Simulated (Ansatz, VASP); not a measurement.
La3TlC (Pm-3m, 5 atoms in the cell) computed with different codes at matched settings

Self-consistent single point.

```
La3TlC
1.0
    5.32515     0.00000     0.00000
    0.00000     5.32515     0.00000
    0.00000     0.00000     5.32515
La Tl C
3 1 1
Direct
  0.50000   0.00000   0.50000
  0.00000   0.50000   0.50000
  0.50000   0.50000   0.00000
  0.00000   0.00000   0.00000
  0.50000   0.50000   0.50000
```

Shared settings, as Ansatz (a quantum-chemistry and plane-wave program) writes them: kpoints.mp_grid.grid = 5 5 5; magnetization.spin_orbit = true; scf.occupations.method = gaussian; scf.occupations.width = 0.272 eV. Potentials and cutoffs stand in the table.

```json
[
 {"code": "Ansatz", "model": "LDA (PW92) with spin-orbit coupling, PAW files made with PBE", "pressure (GPa)": "-6.54", "cutoff": "default"},
 {"code": "VASP", "model": "LDA (PZ), spin-orbit coupling, VASP's LDA PAW potentials (set 64)", "pressure (GPa)": "-6.61", "cutoff": "400 eV"}
]
```

The spread over the programs that give each value: pressure within 0.07 GPa.

Ansatz's pressure is given at a fixed set of plane waves, as the other plane-wave codes print theirs; with its correction for the finite basis it is -6.48 GPa. The same LDA comes in different parametrisations, which differ slightly.

VASP's run is marked for a possible Pulay error in its stress at this cutoff; no cutoff test was made.

The starting cell comes from a database of computed structures (which also holds hypothetical and non-ambient phases and stackings), without a prior relaxation at this level. Its lattice was rescaled by a random factor within 2.5 % of one.

Left out of this page: Elk (with a known weakness of the program).

Keys are those of Ansatz 0.2.
